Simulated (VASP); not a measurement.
Computed with PBEsol GGA, VASP's PBE PAW potentials (set 64) (plane waves; VASP 6.6.1).

VASP ran on this input.

**KPOINTS**
```
Automatic mesh
0
Gamma
13 13 4
0 0 0
```

### POSCAR
```
Hf3ZrC4
1
    0.0000000000     2.3095400474     2.3095400474
    2.3095400474     0.0000000000     2.3095400474
    9.2437247803     9.2437247803    -0.0055645907
Zr C Hf
1 4 3
Direct
  1.0000000000   1.0000000000   0.0000000000
  0.4965517240   0.4965517240   0.1275862070
  0.4990622768   0.4990622768   0.3757032924
  0.5009377232   0.5009377232   0.6242967076
  0.5034482760   0.5034482760   0.8724137930
  0.9982224601   0.9982224601   0.2513331549
  1.0000000000   1.0000000000   0.5000000000
  0.0017775399   0.0017775399   0.7486668451
```

### INCAR
```
! general
SYSTEM  = Hf3ZrC4
PREC    = Accurate
ENCUT   = 520
LREAL   = .False.
LASPH   = .True.

! electronic loop
EDIFF   = 1E-7
NELM    = 100
ALGO    = Normal
LMAXMIX = 6

! smearing
ISMEAR  = -5

! functional
GGA     = PS

! ions
ISIF    = 2

! output
LWAVE   = .False.
LCHARG  = .True.
LORBIT  = 11
NEDOS   = 601
```

POTCAR, in this order: Zr_sv C Hf_pv (PBE.64 set). Program: vasp_std.

Output of the run:

**OSZICAR**
```
       N       E                     dE             d eps       ncg     rms          rms(c)
DAV:   1     0.334511668251E+03    0.33451E+03   -0.32428E+04 12852   0.170E+03
DAV:   2    -0.730148485184E+02   -0.40753E+03   -0.39977E+03 15698   0.410E+02
DAV:   3    -0.982238085208E+02   -0.25209E+02   -0.24762E+02 19136   0.771E+01
DAV:   4    -0.989920546387E+02   -0.76825E+00   -0.76786E+00 18134   0.122E+01
DAV:   5    -0.990026484191E+02   -0.10594E-01   -0.10594E-01 17614   0.146E+00    0.108E+02
DAV:   6    -0.874045998268E+02    0.11598E+02   -0.88549E+01 14098   0.311E+01    0.724E+01
DAV:   7    -0.874093585020E+02   -0.47587E-02   -0.83546E+00 15708   0.117E+01    0.187E+01
DAV:   8    -0.871557734108E+02    0.25359E+00   -0.17564E+00 16112   0.470E+00    0.376E+00
DAV:   9    -0.871474649501E+02    0.83085E-02   -0.14506E-01 16422   0.195E+00    0.343E+00
DAV:  10    -0.871457902601E+02    0.16747E-02   -0.19730E-02 15974   0.810E-01    0.500E-01
DAV:  11    -0.871456485560E+02    0.14170E-03   -0.20799E-03 15720   0.266E-01    0.128E-01
DAV:  12    -0.871456140132E+02    0.34543E-04   -0.17096E-04 18202   0.796E-02    0.258E-01
DAV:  13    -0.871455932717E+02    0.20741E-04   -0.98910E-05 17430   0.625E-02    0.266E-02
DAV:  14    -0.871455953270E+02   -0.20552E-05   -0.13268E-05 19122   0.181E-02    0.272E-02
DAV:  15    -0.871455951335E+02    0.19349E-06   -0.53505E-07 13344   0.411E-03    0.160E-02
DAV:  16    -0.871455948454E+02    0.28807E-06   -0.67378E-07 14856   0.431E-03    0.679E-03
DAV:  17    -0.871455948495E+02   -0.41264E-08   -0.28098E-08  7892   0.996E-04
   1 F= -.87145595E+02 E0= -.87145595E+02  d E =0.000000E+00
```

OUTCAR:
```
------------------------ aborting loop because EDIFF is reached ----------------------------------------
  FORCE on cell =-STRESS in cart. coord.  units (eV):
  Direction    XX          YY          ZZ          XY          YZ          ZX
  --------------------------------------------------------------------------------------
  Total        0.0973752      0.0973752      0.0973752     -0.0951516      0.0951516      0.0951516
  in kB        1.5816138      1.5816138      1.5816138     -1.5454967      1.5454967      1.5454967
  external PRESSURE =       1.5816138 kB  Pullay stress =       0.0000000 kB
  volume of cell :       98.64
      direct lattice vectors                 reciprocal lattice vectors
     0.000000000  2.309540047  2.309540047    -0.216428180  0.216558467  0.216428180
     2.309540047  0.000000000  2.309540047     0.216558467 -0.216428180  0.216428180
     9.243724780  9.243724780 -0.005564591     0.054074473  0.054074473 -0.054074473
 POSITION                                       TOTAL-FORCE (eV/Angst)
 -----------------------------------------------------------------------------------
      0.00000      0.00000      0.00000        -0.000000     -0.000000     -0.000000
      2.32618      2.32618      2.29290         0.001468      0.001468     -0.001468
      4.62550      4.62550      2.30312         0.001157      0.001157     -0.001157
      6.92776      6.92776      2.31040        -0.001157     -0.001157      0.001157
      9.22709      9.22709      2.32061        -0.001468     -0.001468      0.001468
      4.62869      4.62869      4.60947         0.007578      0.007578     -0.007578
      4.62186      4.62186     -0.00278        -0.000000     -0.000000     -0.000000
      6.92458      6.92458      0.00404        -0.007578     -0.007578      0.007578
 -----------------------------------------------------------------------------------
    total drift:                                0.000000      0.000000      0.000000
  FREE ENERGIE OF THE ION-ELECTRON SYSTEM (eV)
  ---------------------------------------------------
  free  energy   TOTEN  =       -87.1455948495 eV

  energy  without entropy=      -87.1455948495  energy(sigma->0) =      -87.14559485

 total charge

# of ion       s       p       d       tot
------------------------------------------
    1        2.183   6.051   1.680   9.914
    2        0.878   1.497   0.000   2.375
    3        0.871   1.512   0.000   2.383
    4        0.871   1.512   0.000   2.383
    5        0.878   1.497   0.000   2.375
    6        0.319   6.653   1.725   8.696
    7        0.318   6.653   1.721   8.692
    8        0.319   6.653   1.725   8.696
--------------------------------------------------
tot          6.636  32.030   6.850  45.516
```
(Selected blocks of OUTCAR.)

For a metal the tetrahedron method with Blöchl corrections gives inexact stress and forces.

The structure was generated: Hf3ZrC4 was put into an ordered model structure (R-3m), which need not be its known phase. It was relaxed first.
